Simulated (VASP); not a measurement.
A VASP calculation is set up with these files.

**POSCAR**
```
P
1.0
  1.6523675130  -5.3304817002   0.0000000000
  1.6523675130   5.3304817002   0.0000000000
  0.0000000000   0.0000000000   4.4386604623
P
4
Cartesian
  1.6523675130   4.2741214242   4.0607148481
  1.6523675130   1.0563602760   1.8413846170
  1.6523675130  -1.0563602760   2.5972758453
  1.6523675130  -4.2741214242   0.3779456142
```

KPOINTS:
```
kpoints
0
G
 9 9 6
```

**INCAR**
```
LCHARG  =  .False.
ISMEAR  =  1   ! Methfessel-Paxton
PREC  =  Accurate
LASPH  =  .True.   ! aspherical one-centre terms
BPARAM  =  11.95
LUSE_VDW  =  .True.
CPARAM  =  0.0093
EDIFF  =  1E-6   ! SCF stop (eV)
SIGMA  =  0.1   ! width (eV)
LMIXTAU  =  .True.
LWAVE  =  .False.
LREAL  =  .False.
EDIFFG  =  -0.02   ! ionic stop
NSW  =  60
METAGGA  =  R2SCAN
NELM  =  100   ! most electronic steps
ALGO  =  Normal
ENCUT  =  520   ! plane-wave cut-off (eV)
SYSTEM  =  P
IBRION  =  2   ! conjugate gradients
ISIF  =  3
```

POTCAR, in this order: P (PBE.64 set). Program: vasp_std.

Q: Translate this r2SCAN+rVV10 calculation to Ansatz.

A: One equivalent input (not run):
Ansatz 0.2 input:
```yaml
crystal:
  lattice:
    - [1.6523675, -5.3304817, 0.0000000]
    - [1.6523675, 5.3304817, 0.0000000]
    - [0.0000000, 0.0000000, 4.4386605]
  atoms:
    - { symbol: P, position: [0.0990868, 0.9009132, 0.9148514] }
    - { symbol: P, position: [0.4009132, 0.5990868, 0.4148514] }
    - { symbol: P, position: [0.5990868, 0.4009132, 0.5851486] }
    - { symbol: P, position: [0.9009132, 0.0990868, 0.0851486] }
kpoints:
  mp_grid: { grid: [9, 9, 6] }
hamiltonian:
  xc: r2scan
  dispersion: rvv10
  pseudopotentials: { kind: paw }
scf:
  occupations: { method: methfessel_paxton, width: 0.1 }
  max_iter: 100
relax:
  max_steps: 60
  f_tol: 0.02
  cell: {}
output: { forces: true, stress: true, eigenvalues: true }
```
Limits of the translation: each code has its own PAW files, so the cut-off isn't converted (ENCUT is set for VASP's; basis.ecutwfc is left out, and Ansatz then takes the one that its files recommend); Ansatz stops its SCF on the density residual and VASP on the energy change (EDIFF).

The compound is P in the black structure. This run relaxes it. Symmetry was kept, so distortions that lower it aren't found. The start is the result of an earlier pass.
